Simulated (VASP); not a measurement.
VASP input:

INCAR:
```
ALGO = Normal
EDIFF = 1E-7
EDIFFG = -0.01
ENCUT = 520
GGA = RP
IBRION = 2
ISIF = 4
ISMEAR = 1
LASPH = .True.
LCHARG = .False.
LMAXMIX = 4
LREAL = .False.
LWAVE = .False.
NELM = 100
NSW = 30
PREC = Accurate
SIGMA = 0.1
SYSTEM = Bi
```

File POSCAR:
```
Bi
1
    4.3373727630    -2.2547821682     0.0692975656
    4.3373727630     2.2547821682     0.0692975656
    3.1060109311     0.0000000000     3.7754924384
Bi
2
Direct
  0.2310767461   0.2310767461   0.2310767461
  0.7689232539   0.7689232539   0.7689232539
```

### KPOINTS
```
Automatic mesh
0
Gamma
10 10 10
0 0 0
```

POTCAR, in this order: Bi_d (PBE.64 set). Program: vasp_std.

Question: Translate this RPBE calculation to Quantum ESPRESSO's pw.x.

Answer: One equivalent input (not run):
```
&CONTROL
  calculation = 'vc-relax'
  pseudo_dir = './pseudo'
  outdir = './out'
  tprnfor = .true.
  tstress = .true.
  nstep = 30
  forc_conv_thr = 0.00039
/
&SYSTEM
  ibrav = 0
  nat = 2
  ntyp = 1
  ecutwfc = 66
  occupations = 'smearing'
  smearing = 'methfessel-paxton'
  degauss = 0.00735
  input_dft = 'rpbe'
/
&ELECTRONS
  conv_thr = 7.3e-09
  electron_maxstep = 100
/
&IONS
/
&CELL
  cell_dofree = 'shape'
/
ATOMIC_SPECIES
  Bi 208.980 Bi.upf
CELL_PARAMETERS angstrom
     4.3373728   -2.2547822    0.0692976
     4.3373728    2.2547822    0.0692976
     3.1060109    0.0000000    3.7754924
ATOMIC_POSITIONS crystal
  Bi   0.2310767  0.2310767  0.2310767
  Bi   0.7689233  0.7689233  0.7689233
K_POINTS automatic
  10 10 10 0 0 0
```
What does not carry over: the potentials are each code's own (VASP's PAW set, PseudoDojo norm-conserving files in pw.x), so ENCUT and ecutwfc are chosen apart and not converted; conv_thr bounds pw.x's estimated SCF error, while EDIFF bounds the energy change between steps; forc_conv_thr acts on force components and is met together with etot_conv_thr.

The compound is Bi in the a7 structure. This cell is one point of a volume scan, at 0.94 of the reference volume. Symmetry was kept, so distortions that lower it aren't found.
